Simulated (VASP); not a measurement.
Output of a VASP run:

File OSZICAR:
```
       N       E                     dE             d eps       ncg     rms          rms(c)
DAV:   1     0.950965619210E+02    0.95097E+02   -0.91199E+03   224   0.128E+03
DAV:   2    -0.301968236271E+02   -0.12529E+03   -0.12263E+03   254   0.338E+02
DAV:   3    -0.326810058407E+02   -0.24842E+01   -0.24132E+01   272   0.474E+01
DAV:   4    -0.326986083383E+02   -0.17602E-01   -0.16814E-01   254   0.370E+00
DAV:   5    -0.326990247995E+02   -0.41646E-03   -0.41169E-03   278   0.319E-01    0.367E+01
DAV:   6    -0.292569747956E+02    0.34421E+01   -0.16841E+01   248   0.318E+01    0.106E+01
DAV:   7    -0.292290267642E+02    0.27948E-01   -0.30511E-01   242   0.510E+00    0.652E+00
DAV:   8    -0.292107118927E+02    0.18315E-01   -0.13318E-02   272   0.143E+00    0.205E-01
DAV:   9    -0.292104201803E+02    0.29171E-03   -0.46652E-04   242   0.237E-01    0.379E-02
DAV:  10    -0.292103922038E+02    0.27977E-04   -0.78787E-05   284   0.100E-01    0.116E-02
DAV:  11    -0.292103929930E+02   -0.78922E-06   -0.22029E-06   210   0.159E-02
   1 F= -.29210393E+02 E0= -.29184961E+02  d E =-.508646E-01
```

OUTCAR:
```
------------------------ aborting loop because EDIFF is reached ----------------------------------------
  FORCE on cell =-STRESS in cart. coord.  units (eV):
  Direction    XX          YY          ZZ          XY          YZ          ZX
  --------------------------------------------------------------------------------------
  Total        1.8647149      1.8647153      7.6765563      0.0000000      0.0000000      0.0000000
  in kB      124.0162590    124.0162856    510.5433437      0.0000000      0.0000000      0.0000000
  external PRESSURE =     252.8586294 kB  Pullay stress =       0.0000000 kB
  volume of cell :       24.09
      direct lattice vectors                 reciprocal lattice vectors
     3.020000000  0.000000000  0.000000000     0.331125828  0.191175565  0.000000000
    -1.510000000  2.615397000  0.000000000     0.000000000  0.382351131  0.000000000
     0.000000000  0.000000000  3.050000000     0.000000000  0.000000000  0.327868852
 POSITION                                       TOTAL-FORCE (eV/Angst)
 -----------------------------------------------------------------------------------
      0.00000      0.00000      0.00000        -0.000000      0.000000      0.000000
     -0.00000      1.74360      1.52500        -0.000000     -0.000000      0.000000
      1.51000      0.87180      1.52500         0.000000      0.000000      0.000000
 -----------------------------------------------------------------------------------
    total drift:                                0.000000     -0.000000     -0.000000
  FREE ENERGIE OF THE ION-ELECTRON SYSTEM (eV)
  ---------------------------------------------------
  free  energy   TOTEN  =       -29.2103929930 eV

  energy  without entropy=      -29.1595283839  energy(sigma->0) =      -29.18496069
```
(Selected blocks of OUTCAR.)

### POSCAR
```
B2W
1
    3.0200000000     0.0000000000     0.0000000000
   -1.5100000000     2.6153970000     0.0000000000
    0.0000000000     0.0000000000     3.0500000000
W B
1 2
Direct
  0.0000000000   0.0000000000   0.0000000000
  0.3333330000   0.6666670000   0.5000000000
  0.6666670000   0.3333330000   0.5000000000
```

### Question
Write an INCAR and KPOINTS that could have produced this output.

### Answer
Several could match; the one computed here: the input of the run itself, LDA (Ceperley-Alder, Perdew-Zunger), plane waves, VASP's LDA PAW potentials (set 64).

**INCAR**
```
! general
SYSTEM  = B2W
PREC    = Accurate
ENCUT   = 400
LREAL   = .FALSE.
LASPH   = .TRUE.

! electronic loop
EDIFF   = 1E-6
NELM    = 100
ALGO    = Normal
LMAXMIX = 6

! smearing
ISMEAR  = -1
SIGMA   = 0.1

! ions
ISIF    = 2

! output
LWAVE   = .FALSE.
LCHARG  = .FALSE.
```

### KPOINTS
```
Regular mesh
0
gamma
4 4 3
```

POTCAR, in this order: W_sv B (LDA.64 set). Program: vasp_std.

At this cut-off the stress carries a Pulay error, which pulls relaxed volumes low.

The structure comes from a measured B2W entry of the Crystallography Open Database, whose conditions weren't checked. The cell was not relaxed at this level. The k-mesh is coarse (spacing up to 0.69 per Å, 2π included), so the numbers may not be converged in it. The run is one of a series of settings (KPOINTS 4×4×3 Γ-centred mesh against the base run), some of them coarse on purpose.
